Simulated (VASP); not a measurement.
Consider the following.

```
CELL_PARAMETERS angstrom
      4.22222     0.00000     0.00000
      0.00000     4.22222     0.00000
      0.00000     0.00000     2.69697
ATOMIC_POSITIONS crystal
  Si 0.00000 0.00000 0.00000
  Si 0.50000 0.50000 0.50000
  O  0.30600 0.30600 0.00000
  O  0.80600 0.19400 0.50000
  O  0.19400 0.80600 0.50000
  O  0.69400 0.69400 0.00000
```

All values below come from PBE GGA, VASP's PBE PAW potentials (set 64) (plane waves; VASP). Settings: 400 eV cut-off, 5×5×8 Γ-centred mesh, Fermi-Dirac smearing of 0.050 eV, potentials Si O.

At this cut-off the stress carries a Pulay error, which pulls relaxed volumes low.

What does the run give for the energy per atom (σ→0), pressure, largest force, band gap (on the k-mesh) with the smallest direct gap where there is one?

```json
{
  "band gap (on the k-mesh)": "5.02 eV",
  "smallest direct gap (on the k-mesh)": "5.02 eV",
  "energy per atom (σ→0)": "-7.731 eV/atom",
  "pressure": "-7.66 GPa",
  "largest_force": "0.00233 Ha/bohr"
}
```

The absolute energy has meaning only against runs of the same code, potentials and settings.

The structure is a typed SiO2 crystal (P4_2/mnm). The cell was not relaxed at this level.
